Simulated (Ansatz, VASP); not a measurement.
**TiO2 (Rutile) in two plane-wave programs**

One calculation is typed for both programs; each brings its own data sets. How far apart do they land? The cell is taken from a series of runs on this material, whose earlier steps may have relaxed, scaled, displaced or heated it; both programs get it as it stands.

Calculated with Ansatz 0.2.0; plane waves, with VASP 6.6.1 beside it; G0W0 gap at r2SCAN.

## Step 1: Starting point

Symmetry: P4_2/mnm, No. 136, tetragonal system. The conventional cell has a = 4.592 Å, b = 4.592 Å, c = 2.957 Å, α = 90.00°, β = 90.00°, γ = 90.00°. Nearest to Ti lie 6 O at 1.95 to 1.98 Å. Nearest to O lie 3 Ti at 1.95 to 1.98 Å. Farther neighbours and most contacts between anions are not listed.

As a file:

```cif
data_structure
_symmetry_space_group_name_H-M 'P4_2/mnm'
_symmetry_Int_Tables_number 136
_cell_length_a 4.5922
_cell_length_b 4.5922
_cell_length_c 2.9574
_cell_angle_alpha 90.000
_cell_angle_beta 90.000
_cell_angle_gamma 90.000
_cell_volume 62.37
loop_
_atom_site_label
_atom_site_type_symbol
_atom_site_symmetry_multiplicity
_atom_site_Wyckoff_symbol
_atom_site_fract_x
_atom_site_fract_y
_atom_site_fract_z
_atom_site_occupancy
Ti1 Ti 2 a 0.00000 0.00000 0.00000 1
O1 O 4 f 0.30496 0.30496 0.00000 1
```

## Step 2: VASP: G0W0 gap, r2SCAN

Quasiparticle shifts depend on high empty states and on the cores, so they are the hardest test of two PAW sets.

Lines of VASP's logs that name or quote its potential files are left out, and so is its time.

The run reads the wave functions of an earlier VASP run, which isn't shown here.

Contents of INCAR:

```
SYSTEM = TiO2
PREC = Accurate
ENCUT = 440
ISMEAR = 0
SIGMA = 0.01
LREAL = .FALSE.
METAGGA = R2SCAN
LASPH = .TRUE.
NBANDS = 256
ALGO = EVGW0
NELMGW = 1
ENCUTGW = 138
NOMEGA = 64
PRECFOCK = Fast
NBANDSGW = 32
LWAVE = .FALSE.
LCHARG = .FALSE.
```

Contents of POSCAR:

```
TiO2
1.0
    4.5922000000      0.0000000000      0.0000000000
    0.0000000000      4.5922000000      0.0000000000
    0.0000000000      0.0000000000      2.9574000000
Ti O
2 4
Direct
    0.0000000000      0.0000000000      0.0000000000
    0.5000000000      0.5000000000      0.5000000000
    0.3049600000      0.3049600000      0.0000000000
    0.1950400000      0.8049600000      0.5000000000
    0.6950400000      0.6950400000      0.0000000000
    0.8049600000      0.1950400000      0.5000000000
```

Contents of KPOINTS:

```
Automatic mesh
0
Gamma
4 4 6
0 0 0
```

Potentials, in the order of the species: Ti_sv_GW and O_GW (PBE family, release 64).

The run is started by

```bash
> mpirun -np 8 vasp_std
```

Numbers of over 12 decimals in the logs are rounded to 6 here.

What it wrote:

```text
[banner, memory and clock lines left out]
running    8 mpi-ranks, on    1 nodes
 distrk:  each k-point on    8 cores,    1 groups
 distr:  one band on    1 cores,    8 groups

 POSCAR found type information on POSCAR TiO
 POSCAR found :  2 types and       6 ions
|                                                                             |
|           W    W    AA    RRRRR   N    N  II  N    N   GGGG   !!!           |
|           W    W   A  A   R    R  NN   N  II  NN   N  G    G  !!!           |
|           W    W  A    A  R    R  N N  N  II  N N  N  G       !!!           |
|           W WW W  AAAAAA  RRRRR   N  N N  II  N  N N  G  GGG   !            |
|           WW  WW  A    A  R   R   N   NN  II  N   NN  G    G                |
|           W    W  A    A  R    R  N    N  II  N    N   GGGG   !!!           |
|                                                                             |
|     For optimal performance we recommend to set                             |
|       NCORE = 2 up to number-of-cores-per-socket                            |
|     NCORE specifies how many cores store one orbital (NPAR=cpu/NCORE).      |
|     This setting can greatly improve the performance of VASP for DFT.       |
|     The default, NCORE=1 might be grossly inefficient on modern             |
|     multi-core architectures or massively parallel machines. Do your        |
|     Unfortunately you need to use the default for GW and RPA                |
|     calculations (for HF NCORE is supported but not extensively tested      |
|     yet).                                                                   |
|                                                                             |

|                                                                             |
|               ----> ADVICE to this user running VASP <----                  |
|                                                                             |
|     You enforced a specific xc type in the INCAR file but a different       |
|     [... a line on the potential file left out ...]
|     I HOPE YOU KNOW WHAT YOU ARE DOING!                                     |
|                                                                             |

|                                                                             |
|           W    W    AA    RRRRR   N    N  II  N    N   GGGG   !!!           |
|           W    W   A  A   R    R  NN   N  II  NN   N  G    G  !!!           |
|           W    W  A    A  R    R  N N  N  II  N N  N  G       !!!           |
|           W WW W  AAAAAA  RRRRR   N  N N  II  N  N N  G  GGG   !            |
|           WW  WW  A    A  R   R   N   NN  II  N   NN  G    G                |
|           W    W  A    A  R    R  N    N  II  N    N   GGGG   !!!           |
|                                                                             |
|     The default for ENCUTGWSOFT is different in this version of VASP.       |
|     please manually set ENCUTGWSOFT =138 in the INCAR file.                 |
|                                                                             |

 LDA part: xc-table for (None), standard interpolation
 found WAVECAR, reading the header
 POSCAR, INCAR and KPOINTS ok, starting setup
 FFT: planning ... GRIDC
 FFT: planning ... GRID_SOFT
 FFT: planning ... GRID
 reading WAVECAR
 the WAVECAR file was read successfully
 initial charge from wavefunction
 available memory per node:     16.79 GB, setting MAXMEM to     17194

 The Fermi energy was updated, please check that it is located mid-gap
 values below the HOMO (VB) or above the LUMO (CB) will cause erroneous energies
 E-fermi :   5.6202

 calculate exact exchange contribution
 the WAVEDER file was read successfully
energies w=
    0.000    0.000    0.966    0.000    1.930    0.000    2.889    0.000
    3.843    0.000    4.787    0.000    5.722    0.000    6.647    0.000
    7.560    0.000    8.460    0.000    9.348    0.000   10.223    0.000
   11.087    0.000   11.939    0.000   12.780    0.000   13.611    0.000
   14.434    0.000   15.249    0.000   16.058    0.000   16.863    0.000
   17.665    0.000   18.466    0.000   19.268    0.000   20.072    0.000
   20.880    0.000   21.696    0.000   22.520    0.000   23.356    0.000
   24.205    0.000   25.072    0.000   25.959    0.000   26.868    0.000
   27.805    0.000   28.772    0.000   29.775    0.000   30.819    0.000
   31.909    0.000   33.051    0.000   34.255    0.000   35.527    0.000
   36.878    0.000   38.321    0.000   39.866    0.000   41.532    0.000
   43.339    0.000   45.307    0.000   47.466    0.000   49.851    0.000
   52.503    0.000   55.477    0.000   58.841    0.000   62.681    0.000
   67.114    0.000   72.291    0.000   78.422    0.000   85.801    0.000
   94.854    0.000  106.219    0.000  120.901    0.000  140.583    0.000
  168.302    0.000  210.167    0.000  280.552    0.000  423.229    0.000
 responsefunction array rank=     240
 LDA part: xc-table for (None), standard interpolation

 min. memory requirement per mpi rank    352.8 MB, per node   2822.1 MB

 allocating   8 responsefunctions rank=   240
 shmem allocating  64 responsefunctions rank=   240
 response function shared by NCSHMEM nodes    1
 Doing            8  frequencies on each core in blocks of           64
NQ=   1    0.0000    0.0000    0.0000,
|.........|.........|.........|.........|.........|.........|.........|.........
 performed       1462000 updates of chi_q(r,r)
 total number of BLAS operations        550.86 Gflops
NQ=   2    0.2500    0.0000    0.0000,
|.........|.........|.........|.........|.........|.........|.........|.........
 performed       3710000 updates of chi_q(r,r)
 total number of BLAS operations       1544.33 Gflops
NQ=   3    0.5000    0.0000    0.0000,
|.........|.........|.........|.........|.........|.........|.........|.........
 performed       5434000 updates of chi_q(r,r)
 total number of BLAS operations       2286.85 Gflops
NQ=   4    0.2500    0.2500    0.0000,
|.........|.........|.........|.........|.........|.........|.........|.........
 performed       7322000 updates of chi_q(r,r)
 total number of BLAS operations       3058.41 Gflops
NQ=   5    0.5000    0.2500    0.0000,
|.........|.........|.........|.........|.........|.........|.........|.........
 performed       9570000 updates of chi_q(r,r)
 total number of BLAS operations       3977.25 Gflops
NQ=   6    0.5000    0.5000    0.0000,
|.........|.........|.........|.........|.........|.........|.........|.........
 performed      11032000 updates of chi_q(r,r)
 total number of BLAS operations       4585.37 Gflops
NQ=   7    0.0000    0.0000    0.1667,
|.........|.........|.........|.........|.........|.........|.........|.........
 performed      12821000 updates of chi_q(r,r)
 total number of BLAS operations       5336.30 Gflops
NQ=   8    0.2500    0.0000    0.1667,
|.........|.........|.........|.........|.........|.........|.........|.........
 performed      15462000 updates of chi_q(r,r)
 total number of BLAS operations       6435.00 Gflops
NQ=   9    0.5000    0.0000    0.1667,
|.........|.........|.........|.........|.........|.........|.........|.........
 performed      17710000 updates of chi_q(r,r)
 total number of BLAS operations       7337.65 Gflops
NQ=  10    0.2500    0.2500    0.1667,
|.........|.........|.........|.........|.........|.........|.........|.........
 performed      20089000 updates of chi_q(r,r)
 total number of BLAS operations       8336.03 Gflops
NQ=  11    0.5000    0.2500    0.1667,
|.........|.........|.........|.........|.........|.........|.........|.........
 performed      22730000 updates of chi_q(r,r)
 total number of BLAS operations       9415.54 Gflops
NQ=  12    0.5000    0.5000    0.1667,
|.........|.........|.........|.........|.........|.........|.........|.........
 performed      24519000 updates of chi_q(r,r)
 total number of BLAS operations      10108.61 Gflops
NQ=  13    0.0000    0.0000    0.3333,
|.........|.........|.........|.........|.........|.........|.........|.........
 performed      26308000 updates of chi_q(r,r)
 total number of BLAS operations      10892.70 Gflops
NQ=  14    0.2500    0.0000    0.3333,
|.........|.........|.........|.........|.........|.........|.........|.........
 performed      28949000 updates of chi_q(r,r)
 total number of BLAS operations      12079.85 Gflops
NQ=  15    0.5000    0.0000    0.3333,
|.........|.........|.........|.........|.........|.........|.........|.........
 performed      31197000 updates of chi_q(r,r)
 total number of BLAS operations      12998.69 Gflops
NQ=  16    0.2500    0.2500    0.3333,
|.........|.........|.........|.........|.........|.........|.........|.........
 performed      33576000 updates of chi_q(r,r)
 total number of BLAS operations      14041.14 Gflops
NQ=  17    0.5000    0.2500    0.3333,
|.........|.........|.........|.........|.........|.........|.........|.........
 performed      36217000 updates of chi_q(r,r)
 total number of BLAS operations      15101.63 Gflops
NQ=  18    0.5000    0.5000    0.3333,
|.........|.........|.........|.........|.........|.........|.........|.........
 performed      38006000 updates of chi_q(r,r)
 total number of BLAS operations      15846.02 Gflops
NQ=  19    0.0000    0.0000    0.5000,
|.........|.........|.........|.........|.........|.........|.........|.........
 performed      39468000 updates of chi_q(r,r)
 total number of BLAS operations      16508.65 Gflops
NQ=  20    0.2500    0.0000    0.5000,
|.........|.........|.........|.........|.........|.........|.........|.........
 performed      41716000 updates of chi_q(r,r)
 total number of BLAS operations      17443.83 Gflops
NQ=  21    0.5000    0.0000    0.5000,
|.........|.........|.........|.........|.........|.........|.........|.........
 performed      43440000 updates of chi_q(r,r)
 total number of BLAS operations      18238.44 Gflops
NQ=  22    0.2500    0.2500    0.5000,
|.........|.........|.........|.........|.........|.........|.........|.........
 performed      45328000 updates of chi_q(r,r)
 total number of BLAS operations      19051.50 Gflops
NQ=  23    0.5000    0.2500    0.5000,
|.........|.........|.........|.........|.........|.........|.........|.........
 performed      47576000 updates of chi_q(r,r)
 total number of BLAS operations      20053.45 Gflops
NQ=  24    0.5000    0.5000    0.5000,
|.........|.........|.........|.........|.........|.........|.........|.........
 performed      49038000 updates of chi_q(r,r)
 total number of BLAS operations      20683.10 Gflops
 resolving degeneracies of screened two electron integrals

 calculate QP shifts <psi_nk| G(iteration)W_0 |psi_nk>: iteration 1
 entering main loop
```

OUTCAR, selected parts (step 2):

```text
ion  position               nearest neighbor table
   1  0.000  0.000  0.000-   4 1.95   6 1.95   4 1.95   6 1.95   5 1.98   3 1.98
   2  0.500  0.500  0.500-   3 1.95   5 1.95   3 1.95   5 1.95   4 1.98   6 1.98
   3  0.305  0.305  0.000-   2 1.95   2 1.95   1 1.98
   4  0.195  0.805  0.500-   1 1.95   1 1.95   2 1.98
   5  0.695  0.695  0.000-   2 1.95   2 1.95   1 1.98
   6  0.805  0.195  0.500-   1 1.95   1 1.95   2 1.98

  LATTYP: Found a simple tetragonal cell.
 ALAT       =     4.5922000000
 C/A-ratio  =     0.6440050520

 Subroutine GETGRP returns: Found 16 space group operations
 (whereof  8 operations were pure point group operations)

The static configuration has the point symmetry D_2h.
 The point group associated with its full space group is D_4h.

 Found     24 irreducible k-points:

   k-points           NKPTS =     24   k-points in BZ     NKDIM =     96   number of bands    NBANDS=    256

   dimension x,y,z NGX =    32 NGY =   32 NGZ =   20
   dimension x,y,z NGXF=    64 NGYF=   64 NGZF=   40

   ENCUT  =  440.0 eV  32.34 Ry    5.69 a.u.   7.85  7.85  5.06*2*pi/ulx,y,z

   NELECT =      48.0000    total number of electrons

  energy-cutoff  :      440.00
  volume of cell :       62.37
      direct lattice vectors                 reciprocal lattice vectors
     4.592200000  0.000000000  0.000000000     0.217760550  0.000000000  0.000000000
     0.000000000  4.592200000  0.000000000     0.000000000  0.217760550  0.000000000
     0.000000000  0.000000000  2.957400000     0.000000000  0.000000000  0.338134848

 k-points in reciprocal lattice and weights: Automatic mesh
   0.00000000  0.00000000  0.00000000       0.010
   0.25000000  0.00000000  0.00000000       0.042
   0.50000000  0.00000000  0.00000000       0.021
   0.25000000  0.25000000  0.00000000       0.042
   0.50000000  0.25000000  0.00000000       0.042
   0.50000000  0.50000000  0.00000000       0.010
   0.00000000  0.00000000  0.16666667       0.021
   0.25000000  0.00000000  0.16666667       0.083
   0.50000000  0.00000000  0.16666667       0.042
[...]
0.50000000  0.25000000  0.50000000       0.042
   0.50000000  0.50000000  0.50000000       0.010

 E-fermi :   5.6202

 QP shifts <psi_nk| G(iteration)W_0 |psi_nk>: iteration 1
 for sc-GW calculations column KS-energies equals QP-energies in previous step
 and V_xc(KS)=  KS-energies - (<T + V_ion + V_H > + <T+V_H+V_ion>^1  + <V_x>^1)
 k-point   1 :       0.0000    0.0000    0.0000
  band No.  KS-energies  QP-energies   sigma(KS)   V_xc(KS)     V^pw_x(r,r')   Z            occupation Imag(sigma)
    ...
     21       3.7457       3.7780     -20.9487     -20.9926     -25.3359       0.7349       2.0000       0.2649
     22       4.0245       4.1372     -20.7041     -20.8586     -25.0510       0.7300       2.0000       0.2689
     23       4.0245       4.1372     -20.7041     -20.8586     -25.0510       0.7300       2.0000       0.2689
     24       4.5107       4.6041     -20.4757     -20.6054     -25.0189       0.7201       2.0000       0.2880
     25       6.7297       7.9325     -17.5517     -19.2116     -11.1304       0.7247       0.0000      -0.3317
     26       7.0626       8.2120     -17.3769     -18.9616     -11.1720       0.7253       0.0000      -0.3314
     27       7.2679       8.4479     -17.8673     -19.5319     -11.1973       0.7089       0.0000      -0.3693
     28       7.3603       8.5702     -18.1326     -19.8322     -11.3119       0.7118       0.0000      -0.3736
    ...

 k-point   2 :       0.2500    0.0000    0.0000
  band No.  KS-energies  QP-energies   sigma(KS)   V_xc(KS)     V^pw_x(r,r')   Z            occupation Imag(sigma)
    ...
     21       3.0416       3.0635     -19.7610     -19.7914     -24.0127       0.7211       2.0000       0.3092
     22       3.3921       3.4087     -20.5989     -20.6216     -24.8310       0.7322       2.0000       0.2696
     23       3.6519       3.7338     -20.1485     -20.2621     -24.5384       0.7203       2.0000       0.2982
     24       4.2674       4.3355     -20.2648     -20.3599     -24.8617       0.7172       2.0000       0.2976
     25       7.0271       8.2182     -17.7625     -19.4173     -11.4301       0.7198       0.0000      -0.3425
     26       7.3857       8.5235     -17.6217     -19.2113     -11.3415       0.7158       0.0000      -0.3598
     27       7.5856       8.7886     -18.3447     -20.0475     -11.4968       0.7065       0.0000      -0.3906
     28       7.6519       8.8518     -18.4728     -20.1750     -11.7010       0.7049       0.0000      -0.3920
    ...

 k-point   3 :       0.5000    0.0000    0.0000
  band No.  KS-energies  QP-energies   sigma(KS)   V_xc(KS)     V^pw_x(r,r')   Z            occupation Imag(sigma)
    ...
     21       2.8044       2.7698     -20.1821     -20.1345     -24.4893       0.7262       2.0000       0.2957
     22       2.8044       2.7698     -20.1821     -20.1345     -24.4893       0.7262       2.0000       0.2957
     23       3.7359       3.7647     -19.8554     -19.8958     -24.5051       0.7144       2.0000       0.3203
     24       3.7359       3.7647     -19.8554     -19.8958     -24.5051       0.7144       2.0000       0.3203
     25       7.4182       8.5887     -17.8680     -19.5104     -11.4671       0.7127       0.0000      -0.3689
     26       7.4182       8.5887     -17.8680     -19.5104     -11.4671       0.7127       0.0000      -0.3689
     27       7.8813       9.0746     -18.6651     -20.3736     -11.7730       0.6984       0.0000      -0.4188
     28       7.8813       9.0746     -18.6651     -20.3736     -11.7730       0.6984       0.0000      -0.4188
    ...

 k-point   4 :       0.2500    0.2500    0.0000
  band No.  KS-energies  QP-energies   sigma(KS)   V_xc(KS)     V^pw_x(r,r')   Z            occupation Imag(sigma)
    ...
     21       2.7178       2.6677     -18.9973     -18.9267     -23.7345       0.7101       2.0000       0.3782
     22       3.3048       3.2989     -20.6056     -20.5975     -24.9857       0.7308       2.0000       0.2782
     23       3.3670       3.4090     -19.9926     -20.0507     -24.1820       0.7228       2.0000       0.2936
     24       4.0861       4.1608     -20.3258     -20.4295     -24.8551       0.7206       2.0000       0.2921
     25       6.8099       8.0088     -17.5942     -19.2485     -11.2597       0.7247       0.0000      -0.3290
     26       7.3707       8.5823     -18.1451     -19.8486     -11.3039       0.7112       0.0000      -0.3753
     27       7.4662       8.6235     -17.8190     -19.4454     -11.4343       0.7116       0.0000      -0.3713
     28       7.8859       9.0781     -18.6774     -20.3858     -11.7914       0.6979       0.0000      -0.4189
    ...

[... 4 further parts left out ...]
```

[end of part 1 of 2]

[Lines on the potential files, build, host, timing and source positions are cut from VASP's logs without a mark.]

[Logs are printed without paths, hosts, clocks, repeated set-up lines and the standing remarks that a program may print on its own settings, such as how far it seeks lower states.]

[Hosts, paths, dates, database ids (printed as entryN), source tags and the programs' standing remarks are cut or masked in the printed files.]
